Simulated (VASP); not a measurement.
Calculation: rev-vdW-DF2, VASP's PBE PAW potentials (set 64) (plane waves; VASP).

Input for VASP

File KPOINTS:
```
k-points along high-symmetry lines
10
Line-mode
Reciprocal
  0.000000   0.000000   0.000000 ! GAMMA
  0.000000   0.500000   0.000000 ! M

  0.000000   0.500000   0.000000 ! M
 -0.333333   0.666667   0.000000 ! K

 -0.333333   0.666667   0.000000 ! K
  0.000000   0.000000   0.000000 ! GAMMA

  0.000000   0.000000   0.000000 ! GAMMA
  0.000000   0.000000   0.500000 ! A

  0.000000   0.000000   0.500000 ! A
  0.000000   0.500000   0.500000 ! L

  0.000000   0.500000   0.500000 ! L
 -0.333333   0.666667   0.500000 ! H

 -0.333333   0.666667   0.500000 ! H
  0.000000   0.000000   0.500000 ! A

  0.000000   0.500000   0.500000 ! L
  0.000000   0.500000   0.000000 ! M

 -0.333333   0.666667   0.500000 ! H
 -0.333333   0.666667   0.000000 ! K
```

File POSCAR:
```
C
2.4661550
  0.5000000304  -0.8660252550   0.0000000000
  0.5000000304   0.8660252550   0.0000000000
  0.0000000000   0.0000000000   2.6878565497
C
4
Direct
  0.0000000000   0.0000000000   0.2500000000
  0.0000000000   0.0000000000   0.7500000000
  0.3333330000   0.6666670000   0.2500000000
  0.6666670000   0.3333330000   0.7500000000
```

INCAR:
```
SYSTEM = C
PREC = Accurate
ENCUT = 520
EDIFF = 1E-7
NELM = 100
ALGO = Normal
LREAL = .FALSE.
LASPH = .TRUE.
ISMEAR = 0
SIGMA = 0.05
GGA = MK
PARAM1 = 0.1234568
PARAM2 = 0.7114
ZAB_VDW = -1.8867
LUSE_VDW = .TRUE.
AGGAC = 0.0
LWAVE = .FALSE.
LCHARG = .FALSE.
LORBIT = 11
ICHARG = 11
```

POTCAR, in this order: C (PBE.64 set). Program: vasp_std. Read from the step before: CHGCAR.

Output

OSZICAR:
```
       N       E                     dE             d eps       ncg     rms          rms(c)
DAV:   1     0.532841991078E+02    0.53284E+02   -0.81180E+03  2160   0.122E+03
DAV:   2    -0.258278742423E+02   -0.79112E+02   -0.72143E+02  3032   0.215E+02
DAV:   3    -0.296752735721E+02   -0.38474E+01   -0.37949E+01  2684   0.475E+01
DAV:   4    -0.297248248037E+02   -0.49551E-01   -0.49447E-01  2676   0.583E+00
DAV:   5    -0.297262605265E+02   -0.14357E-02   -0.14353E-02  2680   0.841E-01
DAV:   6    -0.297263156952E+02   -0.55169E-04   -0.55165E-04  2752   0.144E-01
DAV:   7    -0.297263177297E+02   -0.20345E-05   -0.20347E-05  2684   0.240E-02
DAV:   8    -0.297263178471E+02   -0.11735E-06   -0.11734E-06  2340   0.439E-03
DAV:   9    -0.297263178512E+02   -0.41321E-08   -0.40836E-08  1976   0.102E-03
   1 F= -.29726318E+02 E0= -.29721466E+02  d E =-.970391E-02
```

OUTCAR:
```
 val. band max:        4.6689770016   @ k =  -0.3333   0.6667   0.5000

 cond. band min:       4.6748678021   @ k =  -0.3333   0.6667   0.2778



 k-point     1 :       0.0000    0.0000    0.0000
  band No.  band energies     occupation
      1     -14.8956      2.00000
      2     -14.5532      2.00000
      3      -3.9257      2.00000
      4      -1.7579      2.00000
      5       1.6204      2.00000
      6       1.6205      2.00000
      7       1.6415      2.00000
      8       1.6416      2.00000
      9       8.7715      0.00000
     10      13.0177      0.00000
     11      13.0505      0.00000
     12      13.0772      0.00000

 k-point     2 :       0.0000    0.0556    0.0000
  band No.  band energies     occupation
      1     -14.8221      2.00000
      2     -14.4812      2.00000
      3      -3.8360      2.00000
      4      -1.6745      2.00000
      5       1.3235      2.00000
      6       1.3531      2.00000
      7       1.4631      2.00000
      8       1.4902      2.00000
      9       8.8599      0.00000
     10      13.0498      0.00000
     11      13.1240      0.00000
     12      13.3346      0.00000

 k-point     3 :       0.0000    0.1111    0.0000
  band No.  band energies     occupation
      1     -14.6020      2.00000
      2     -14.2657      2.00000
      3      -3.5677      2.00000
      4      -1.4255      2.00000
      5       0.5087      2.00000
      6       0.5576      2.00000
      7       1.0474      2.00000
      8       1.0849      2.00000
      9       9.1256      0.00000
     10      13.0697      0.00000
     11      13.1922      0.00000
     12      14.2344      0.00000

 k-point     4 :       0.0000    0.1667    0.0000
  band No.  band energies     occupation
      1     -14.2365      2.00000
      2     -13.9077      2.00000
      3      -3.1234      2.00000
      4      -1.0151      2.00000
      5      -0.6624      2.00000
      6      -0.5892      2.00000
      7       0.4898      2.00000
...
```

The density is held fixed in this step, so its total energy and stress have no physical meaning.

The compound is C in the graphite structure. It was relaxed first.
